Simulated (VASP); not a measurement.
Here is the system:

```
CELL_PARAMETERS angstrom
      0.00000     3.01368     3.01368
      3.01368     0.00000     3.01368
      3.01368     3.01368     0.00000
ATOMIC_POSITIONS crystal
  Cu 0.00000 0.00000 0.00000
  I  0.25000 0.25000 0.25000
```

The numbers are results of rev-vdW-DF2, VASP's PBE PAW potentials (set 64) (plane waves; VASP), not measurements. Run with 520 eV cut-off, Gaussian smearing of 0.050 eV, potentials Cu I.

Unless said otherwise, spin-orbit coupling is left out, though it shifts the bands of the heavy elements here.

Problem. Give the energies of bands 2 to 12 at the high-symmetry points, in eV from the valence-band maximum.

Solution. 
```tsv
band	Γ	X	U	L	W
2	-3.69	-5.63	-5.32	-5.66	-5.15
3	-3.69	-3.77	-4.44	-3.65	-4.58
4	-3.69	-3.77	-3.71	-3.65	-3.86
5	-1.95	-1.99	-2.08	-1.92	-2.01
6	-1.95	-1.89	-1.93	-1.92	-2.01
7	0.00	-1.86	-1.81	-1.88	-1.87
8	0.00	-1.58	-1.60	-0.74	-1.70
9	0.00	-1.58	-1.32	-0.74	-1.34
10	1.11	2.63	3.05	2.14	4.56
11	4.89	2.87	4.63	5.41	4.61
12	4.89	9.24	7.53	5.41	6.02
```

The gap is direct, 1.11 eV, from the valence maximum at Γ to the conduction minimum at Γ.

Measured: gap 3.12 eV (computed value off by -2.01 eV), as given by Abedi et al., (2022), arXiv:2211.14644.

The compound is CuI in the zinc blende structure. It was relaxed first.
